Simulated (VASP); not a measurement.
Input:

```
HgS
1.0
    0.00000     3.02496     3.02496
    3.02496     0.00000     3.02496
    3.02496     3.02496     0.00000
Hg S
1 1
Direct
  0.00000   0.00000   0.00000
  0.25000   0.25000   0.25000
```

The numbers are results of optB88-vdW, VASP's PBE PAW potentials (set 64) (plane waves; VASP), not measurements. Numerical set-up: 520 eV cut-off, 11×11×11 Γ-centred mesh, first-order Methfessel-Paxton smearing of 0.10 eV, potentials Hg S.

Unless said otherwise, spin-orbit coupling is left out, though it shifts the bands of the heavy elements here.

Task: Predict the energy per atom (σ→0), pressure, band gap (on the k-mesh) with the smallest direct gap where there is one.

Result: 
The band gap (on the k-mesh) is none (metal, semimetal or under 0.01 eV), the energy per atom (σ→0) is -125 meV/atom and the pressure is -1.45 GPa.

The compound is HgS in the zinc blende structure, metacinnabar; cinnabar is the stable form. This cell is one point of a volume scan, at 1.03 of the reference volume.
